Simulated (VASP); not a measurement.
Input:

```yaml
crystal:
  lattice:
    - [0.00000, 2.46031, 2.46031]
    - [2.46031, 0.00000, 2.46031]
    - [2.46031, 2.46031, 0.00000]
  atoms:
    - { symbol: Pb, position: [0.00000, 0.00000, 0.00000] }
```

The numbers are results of MS2 meta-GGA, VASP's PBE PAW potentials (set 64) (plane waves; VASP), not measurements. Settings: 520 eV cut-off, 13×13×13 Γ-centred mesh, first-order Methfessel-Paxton smearing of 0.10 eV, potentials Pb_d.

Unless said otherwise, spin-orbit coupling is left out, though it shifts the bands of the heavy elements here.

Task: Predict the energy per atom (σ→0), band gap (on the k-mesh) with the smallest direct gap where there is one.

Result: 
- band gap (on the k-mesh): none (metal, semimetal or under 0.01 eV)
- energy per atom (σ→0): 16.203 eV/atom

Total energies compare only between runs with the same potentials, cut-off and functional.

The compound is Pb in the fcc structure. It was relaxed first.
